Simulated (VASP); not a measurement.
Data:

```
CELL_PARAMETERS angstrom
      0.00000     2.73982     2.73982
      2.73982     0.00000     2.73982
      2.73982     2.73982     0.00000
ATOMIC_POSITIONS crystal
  Zn 0.00000 0.00000 0.00000
  S  0.25000 0.25000 0.25000
```

Computed with AM05 GGA, VASP's PBE PAW potentials (set 64) (plane waves; VASP). Numerical set-up: 520 eV cut-off, 9×9×9 Γ-centred mesh, Gaussian smearing of 0.050 eV, potentials Zn S.

Give the stress tensor in GPa (positive for a compressed cell).

```
-3.86   0.00   0.00
 0.00  -3.86   0.00
 0.00   0.00  -3.86
```
The pressure is its mean diagonal, -3.86 GPa.

The compound is ZnS in the zinc blende structure. This cell is one point of a volume scan, at 1.06 of the reference volume.
